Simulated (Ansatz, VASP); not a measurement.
## Cross-check of YB6 between VASP and Ansatz

Wanted: the spread between two codes on one cell, functional and k mesh. The cell is taken from a series of runs on this material, whose earlier steps may have relaxed, scaled, displaced or heated it; both programs get it as it stands.

Program: Ansatz 0.2.0. Level of theory: plane waves, with VASP 6.6.1 beside it; relaxation of cell and atoms at PBEsol. Results are calculated unless marked as measured.

## 1. Set-up

Symmetry: Pm-3m, No. 221, cubic system. Conventional cell: a = 4.075 Å, b = 4.075 Å, c = 4.075 Å, α = 90.00°, β = 90.00°, γ = 90.00°. Y has 24 B at 2.99 Å nearest. Nearest to B lie 6 B at 1.62 to 2.45 Å and 4 Y at 2.99 Å. Farther neighbours are not listed.

## 2. Ansatz: relaxation of cell and atoms, PBEsol

Ansatz runs on its PAW soft_1 files.

The relaxed volume is the usual yardstick between codes: in a stiff, nearly cubic crystal its relative difference is about their pressure difference at one cell divided by the bulk modulus.

Input file input.yaml:

```yaml
crystal:
  lattice:
    - [4.0753851953, 0.0, 0.0]
    - [0.0, 4.0753851953, 0.0]
    - [0.0, 0.0, 4.0753851953]
  atoms:
    - { symbol: "Y", position: [0.0, 0.0, 0.0] }
    - { symbol: B, position: [0.1988019236, 0.5, 0.5] }
    - { symbol: B, position: [0.5, 0.1988019236, 0.5] }
    - { symbol: B, position: [0.8011980764, 0.5, 0.5] }
    - { symbol: B, position: [0.5, 0.8011980764, 0.5] }
    - { symbol: B, position: [0.5, 0.5, 0.1988019236] }
    - { symbol: B, position: [0.5, 0.5, 0.8011980764] }
kpoints:
  mp_grid: { grid: [12, 12, 12] }
hamiltonian:
  xc: pbesol
  pseudopotentials: { kind: paw, azcp: { folder: soft_1 }, xc_functional: pbe }
scf:
  occupations: { method: fermi_dirac, width: 0.15 }
output:
  forces: true
  stress: true
  eigenvalues: true
relax:
  adjacent_minimum: "off"
  f_tol: 0.001
  max_steps: 60
  cell: { stress_tol: 0.01 }
```

On the command line:

```console
$ ansatz run input.yaml --threads 4 --pin off --max-ram 15360MiB --backend cpu --events-out ev --progress --plain --runs-dir out
```

Numbers of over 12 decimals in the logs are rounded to 6 here.

What it wrote:

```text
Engine: ansatz 0.2.0, aarch64-unknown-linux-gnu
Pseudopotentials: kind: paw
Pseudopotential: Y, paw, valence charge 11, recommended cutoff 420 eV (normal), soft_1/Y.paw.azcp
Pseudopotential: B, paw, valence charge 3, recommended cutoff 420 eV (normal), soft_1/B.paw.azcp
Functional definition: PBEsol
  exchange = pbesol_x
  correlation = pbesol_c
Crystal: 7 atoms, lattice volume = 67.687 Å³
Basis set: ecut = 420 eV, 1357 PW (Γ), exchange–correlation on 60×60×60 points (8 copies of the dense FFT grid, shifted against one another)
Bands: 22, of which v1, the nominal top of the filled ones, is band 15 counted from 1 (14 counted from 0)
Symmetry: 48 space group operations
Space group: Pm-3m (ITA 221), of the structure as read, at distance tolerance 4.1e-5 Å
k-points: 84 of 1728
Non-local potential: Y, projectors of the file, l = 0: 3, l = 1: 2, l = 2: 2, l = 3: 1
Non-local potential: B, projectors of the file, l = 0: 2, l = 1: 2, l = 2: 1
PAW form: soft (Blöchl's): semilocal exchange-correlation on the pseudo side does not see the compensation charge
PAW frozen core: Y, regenerated for the run's functional, and the local potential with it (the file was generated under x = pbe(κ = 0.804, μ = 0.219515), c = pbe(β = 0.066725))
PAW frozen core: B, regenerated for the run's functional, and the local potential with it (the file was generated under x = pbe(κ = 0.804, μ = 0.219515), c = pbe(β = 0.066725))
PAW one-centre angular grid: Y, 590 points (default); XC on 64 Gauss nodes
PAW one-centre angular grid: B, 110 points (default); XC on 64 Gauss nodes
Initial density: superposition of atomic densities (chi_scale 0.1, normalization cell, long waves kept (reshape's long-wave potential 0.00 eV rms))
Initial wavefunctions: pseudopotential atomic-orbital guess
Functional: x = pbesol(κ = 0.804, μ = 0.123457), c = pbesol(β = 0.046)
SCF iter   1: F=—  HF=-4717.670137 eV  |F-HF|=—  |Δ(HF+E_count)|=         —  Δρ=8.55e-2  dr2=1.12e1  ethr=3.10e-3  ⟨swp⟩=5.5  Hψ=9089  notcnv=0
preconditioner: auto → Kerker (q_TF=auto, 2.369 Å⁻¹)  [metal: Δε(μ)=0.002 eV  Ē_g=14.654 eV  σ=0.150 eV  W_gap=0.00  n_scr=18 (ndim 8)  ℏωp=23.5 eV  f_vac=0.000  D(μ)=0.90/eV (n_scr^D=6)]
SCF iter   2: F=—  HF=-4715.343665 eV  |F-HF|=—  |Δ(HF+E_count)|=    2.33e0  Δρ=5.00e-2  dr2=4.27e0  ethr=3.10e-3  ⟨swp⟩=3.0  Hψ=4235  notcnv=0  defer=1
SCF iter   3: F=—  HF=-4713.947483 eV  |F-HF|=—  |Δ(HF+E_count)|=    1.40e0  Δρ=7.31e-3  dr2=2.47e-2  ethr=3.10e-3  ⟨swp⟩=3.8  Hψ=4286  notcnv=0  defer=2
SCF iter   4: F=—  HF=-4713.951360 eV  |F-HF|=—  |Δ(HF+E_count)|=   3.88e-3  Δρ=1.95e-3  dr2=7.18e-3  ethr=8.52e-5  ⟨swp⟩=2.5  Hψ=3696  notcnv=0
SCF iter   5: F=—  HF=-4713.949737 eV  |F-HF|=—  |Δ(HF+E_count)|=   1.62e-3  Δρ=3.49e-4  dr2=1.74e-4  ethr=2.47e-5  ⟨swp⟩=2.3  Hψ=2461  notcnv=0
[...]
iter 1 solved again at ethr=2.01e-8 eV; its pass at ethr=3.10e-3 eV (dr2=5.82e-6 eV) is discarded
SCF iter   1: F=—  HF=-4713.949701 eV  |F-HF|=—  |Δ(HF+E_count)|=         —  Δρ=7.22e-7  dr2=3.47e-10  ethr=2.01e-8  ⟨swp⟩=4.0  Hψ=15027  notcnv=0
eigensolver tolerance schedule: the retry pair's looser diagonalisation over-reported the residual by 16775.69 of it (diagonalisation noise at 0.12 of the residual, at the tolerance the schedule requests for it); recorded, not acted on — ethr = c·dr2/N_el stays at c = 1.0e-1
SCF iter   2: F=—  HF=-4713.949688 eV  |F-HF|=—  |Δ(HF+E_count)|=   1.32e-5  Δρ=4.54e-7  dr2=1.30e-10  ethr=1.20e-12  ⟨swp⟩=3.4  Hψ=3942  notcnv=0
SCF iter   3: F=—  HF=-4713.949688 eV  |F-HF|=—  |Δ(HF+E_count)|=  2.82e-11  Δρ=1.57e-7  dr2=1.62e-11  ethr=1.00e-12  ⟨swp⟩=1.0  Hψ=1851  notcnv=0
SCF iter   4: F=—  HF=-4713.949688 eV  |F-HF|=—  |Δ(HF+E_count)|=  9.09e-13  Δρ=9.51e-8  dr2=2.81e-12  ethr=1.00e-12  ⟨swp⟩=1.0  Hψ=1848  notcnv=0
SCF iter   5: F=-4713.949688 eV  HF=-4713.949688 eV  |F-HF|=9.09e-13  |Δ(HF+E_count)|=  1.82e-12  Δρ=2.19e-8  dr2=1.22e-13  ethr=1.00e-12  ⟨swp⟩=5.4  Hψ=7347  notcnv=0
SCF 4 converged in 5 iterations: F = -4713.949688 eV  dr2 = 1.22e-13
relax step   4: F+E_penalty+E_count = -4713.94968819 eV  Δ(F+E_penalty+E_count) = -1.142e-5 eV  max|allowed force component| = 7.925e-4 eV/Å  Δτ_max = 0.0000 Å  P = +0.001 GPa  Ω = 67.720 Å³  stress off target by 1.18e-3 GPa  SCF on the basis re-selected at this cell (its energy is not comparable with the rows above)  (5 SCF iters)
basis re-selected at this cell: Δ(F+E_penalty+E_count) = -1.142e-5 eV, ΔP = +0.001 GPa vs the last step (what re-selecting the basis moved, of the pressure what is left beyond the Pulay correction that the steps carried, after the strain that the cell walked since its last selection, with what the two solves' SCF thresholds leave and, on support functions, any second-order correction that the steps lacked; it is no m [...]
SCF converged after 5 iterations
Free energy (F): -4713.949688 eV
Harris-Foulkes:  -4713.949688 eV  (|F-HF|=9.09e-13)
Internal energy: -4713.888767 eV  (E = F + TS)
E sigma→0 (E₀):  -4713.919228 eV
Entropy (-TS):   -0.060921 eV (-8.703 meV/atom)
Fermi energy:    11.630449 eV
--- Per-component energies (eV) ---
  E_band       = -39.151972
  E_kinetic    = 622.272011
  E_local      = -635.665737  (includes V_loc(G=0)·N_el)
  E_nonlocal   = 75.087210
  E_hartree    = 197.623113
  E_xc         = -376.852097
  E_vxc        = -440.983924  (∫ρ·V_xc dr)
  E_paw        = -3214.144058  (= ΣΔE_a)
  E_vpaw       = -55.107828  (= ΣTr[D̂ρ^β])
  E_aug_tail   = 0.000065  (compensation charges beyond the density's cutoff)
  E_ewald      = -1382.446314
  E_core_change = 0.237039  (= ΣΔE_core)
  E_smearing   = -0.060921  (= −TS)
  E_closure    = 0.000000  (closes the sum)
  Σ components = -4713.949688   (vs F -4713.949688, Δ=0.00e0)
--- Forces (eV/Å), atoms counted from 1 ---
  atom   1  Y      0.00000000     0.00000000    -0.00000000
  atom   2  B     -0.00079247    -0.00000000    -0.00000000
  atom   3  B      0.00000000    -0.00079247     0.00000000
  atom   4  B      0.00079247     0.00000000     0.00000000
  atom   5  B     -0.00000000     0.00079247    -0.00000000
  atom   6  B     -0.00000000    -0.00000000    -0.00079247
  atom   7  B      0.00000000     0.00000000     0.00079247
  max |Σ_I F_I| component: 1.75e-17 eV/Å
--- Stress (GPa, compression-positive) ---
        0.001180      -0.000000       0.000000
       -0.000000       0.001180       0.000000
        0.000000       0.000000       0.001180
  P = ⅓ Tr σ = 0.0012 GPa (0.012 kbar)
--- Band table (eV; the first three rows and the last of 84) ---
  k-point 0: bands = [... 11 lower, 9.6275, 9.6275, 9.6275, 12.6390, 12.6390, 12.7199, 12.7199, 12.7199, ... 3 higher]
  k-point 1: bands = [... 11 lower, 9.4123, 9.4123, 9.6618, 11.7315, 12.7045, 12.9980, 12.9980, 13.6717, ... 3 higher]
  k-point 2: bands = [... 11 lower, 8.9460, 8.9460, 9.7607, 10.8639, 12.8933, 13.4709, 13.4709, 14.3164, ... 3 higher]
  k-point 83: bands = [... 11 lower, 9.0730, 9.0730, 9.0730, 14.2697, 14.5026, 14.5026, 14.8200, 14.8200, ... 3 higher]
--- Relaxed structure (3 steps of the walk, 3 accepted, 1 SCFs on fresh bases) ---
  F+E_penalty+E_count = -4713.94968819 eV   max|allowed force component| = 7.925e-4 eV/Å   (the final SCF, on the basis selected at the relaxed cell)
  cell:  # Å, volume = 67.7200 Å³
    - [4.076045, 0, 0]
    - [0, 4.076045, 0.0]
    - [0, 0.0, 4.076045]
  atoms:
    - { symbol: Y, position: [0, 0, 0] }
    - { symbol: B, position: [0.198801, 0.5, 0.5] }
    - { symbol: B, position: [0.5, 0.198801, 0.5] }
    - { symbol: B, position: [0.801199, 0.5, 0.5] }
    - { symbol: B, position: [0.5, 0.801199, 0.5] }
    - { symbol: B, position: [0.5, 0.5, 0.198801] }
    - { symbol: B, position: [0.5, 0.5, 0.801199] }
```

In the SCF lines HF is the Harris–Foulkes energy and dr2 the Hartree energy of the density residual, in eV; the loop may stop once dr2 is under the threshold and the program's other checks hold. Hψ counts applications of the Hamiltonian.

## 3. VASP: relaxation of cell and atoms, PBEsol

The same cell, functional, mesh and smearing now go to VASP, with its own data sets.

Lines of VASP's logs that name or quote its potential files are left out, and so is its time.

Input file INCAR:

```
SYSTEM = YB6
PREC = Accurate
ENCUT = 500
EDIFF = 1E-07
NELM = 120
ISMEAR = -1
SIGMA = 0.15
LREAL = .FALSE.
ALGO = Normal
GGA = PS
NBANDS = 21
LASPH = .TRUE.
LORBIT = 11
LWAVE = .FALSE.
LCHARG = .FALSE.
ISIF = 3
IBRION = 2
NSW = 80
EDIFFG = -0.005
GGA_COMPAT = .FALSE.
NELMIN = 4
KPAR = 2
```

Input file POSCAR:

```
YB6
1.0
    4.0753850000      0.0000000000      0.0000000000
    0.0000000000      4.0753850000      0.0000000000
    0.0000000000      0.0000000000      4.0753850000
Y B
1 6
Direct
    0.0000000000      0.0000000000      0.0000000000
    0.1988018310      0.5000001227      0.5000001227
    0.5000001227      0.1988018310      0.5000001227
    0.8011981690      0.5000001227      0.5000001227
    0.5000001227      0.8011981690      0.5000001227
    0.5000001227      0.5000001227      0.1988018310
    0.5000001227      0.5000001227      0.8011981690
```

Input file KPOINTS:

```
Automatic mesh
0
Gamma
12 12 12
0 0 0
```

The projector-augmented-wave data sets are Y_sv and B (PBE family, release 64).

On the command line:

```console
$ mpirun -np 2 vasp_std
```

What it wrote:

```text
[banner, memory and clock lines left out]
running    2 mpi-ranks, on    1 nodes
 distrk:  each k-point on    1 cores,    2 groups
 distr:  one band on    1 cores,    1 groups

 POSCAR found type information on POSCAR Y B
 POSCAR found :  2 types and       7 ions
|                                                                             |
|               ----> ADVICE to this user running VASP <----                  |
|                                                                             |
|     You enforced a specific xc type in the INCAR file but a different       |
|     [... a line on the potential file left out ...]
|     I HOPE YOU KNOW WHAT YOU ARE DOING!                                     |
|                                                                             |

 LDA part: xc-table for (Slater+PW92), standard interpolation
 POSCAR, INCAR and KPOINTS ok, starting setup
 FFT: planning ... GRIDC
 FFT: planning ... GRID_SOFT
 FFT: planning ... GRID
 WAVECAR not read
 entering main loop
       N       E                     dE             d eps       ncg     rms          rms(c)
DAV:   1     0.848922558626E+02    0.84892E+02   -0.13797E+04  3528   0.125E+03
DAV:   2    -0.553394266449E+02   -0.14023E+03   -0.13546E+03  4581   0.261E+02
DAV:   3    -0.603357507480E+02   -0.49963E+01   -0.49485E+01  5507   0.419E+01
DAV:   4    -0.604213674093E+02   -0.85617E-01   -0.85435E-01  4867   0.475E+00
DAV:   5    -0.604232195580E+02   -0.18521E-02   -0.18519E-02  5038   0.569E-01    0.156E+01
DAV:   6    -0.527418264937E+02    0.76814E+01   -0.12169E+01  4633   0.211E+01    0.134E+01
DAV:   7    -0.519106126059E+02    0.83121E+00   -0.67874E+00  4862   0.118E+01    0.122E+01
DAV:   8    -0.521742055585E+02   -0.26359E+00   -0.26077E+00  4390   0.836E+00    0.220E+00
DAV:   9    -0.518833474806E+02    0.29086E+00   -0.11293E+00  4198   0.527E+00    0.308E-01
DAV:  10    -0.518851965479E+02   -0.18491E-02   -0.58814E-02  4475   0.135E+00    0.917E-01
DAV:  11    -0.518851248117E+02    0.71736E-04   -0.21969E-03  4725   0.258E-01    0.362E-01
DAV:  12    -0.518849366090E+02    0.18820E-03   -0.75204E-04  4631   0.146E-01    0.131E-01
DAV:  13    -0.518849223743E+02    0.14235E-04   -0.93887E-05  4669   0.583E-02    0.335E-02
DAV:  14    -0.518849224492E+02   -0.74900E-07   -0.23036E-06  4874   0.934E-03    0.264E-02
DAV:  15    -0.518849221869E+02    0.26234E-06   -0.16306E-06  5371   0.657E-03    0.772E-03
DAV:  16    -0.518849221818E+02    0.50757E-08   -0.19837E-07  3996   0.258E-03
   1 F= -.51884922E+02 E0= -.51854494E+02  d E =-.518849E+02
[...]
2 F= -.51884642E+02 E0= -.51854125E+02  d E =0.279938E-03
[...]
3 F= -.51885058E+02 E0= -.51854597E+02  d E =-.135397E-03
[...]
4 F= -.51885067E+02 E0= -.51854564E+02  d E =-.975274E-05
 trial-energy change:   -0.000010  1 .order   -0.000011   -0.000096    0.000073
 step:   0.4827(harm=  0.4952)  dis= 0.00023  next Energy=   -51.885084 (dE=-0.261E-04)
 bond charge predicted
       N       E                     dE             d eps       ncg     rms          rms(c)
DAV:   1    -0.518851090127E+02   -0.41652E-04   -0.93321E-04  4649   0.202E-01    0.378E-02
DAV:   2    -0.518850876247E+02    0.21388E-04   -0.58083E-05  4879   0.479E-02    0.181E-02
DAV:   3    -0.518850818531E+02    0.57716E-05   -0.37858E-05  5276   0.302E-02    0.174E-02
DAV:   4    -0.518850821400E+02   -0.28693E-06   -0.17054E-06  4345   0.744E-03    0.171E-02
DAV:   5    -0.518850843493E+02   -0.22093E-05   -0.39105E-06  4583   0.107E-02    0.214E-02
DAV:   6    -0.518850838546E+02    0.49467E-06   -0.10271E-06  4542   0.543E-03    0.832E-03
DAV:   7    -0.518850837262E+02    0.12839E-06   -0.11436E-07  3544   0.210E-03    0.336E-03
DAV:   8    -0.518850837701E+02   -0.43877E-07   -0.12143E-08  1894   0.664E-04
   5 F= -.51885084E+02 E0= -.51854599E+02  d E =-.261908E-04
 curvature:  -0.28 expect dE=-0.918E-08 dE for cont linesearch -0.610E-08
 trial: gam=-0.00950 g(F)=  0.508E-09 g(S)=  0.321E-07 ort = 0.164E-05 (trialstep = 0.794E+00)
 search vector abs. value=  0.127E-07
 reached required accuracy - stopping structural energy minimisation
```

[end of part 1 of 2]

[Lines on the potential files, build, host, timing and source positions are cut from VASP's logs without a mark.]

[Logs are printed without paths, hosts, clocks, repeated set-up lines and the standing remarks that a program may print on its own settings, such as how far it seeks lower states.]

[Hosts, paths, dates, database ids (printed as entryN), source tags and the programs' standing remarks are cut or masked in the printed files.]
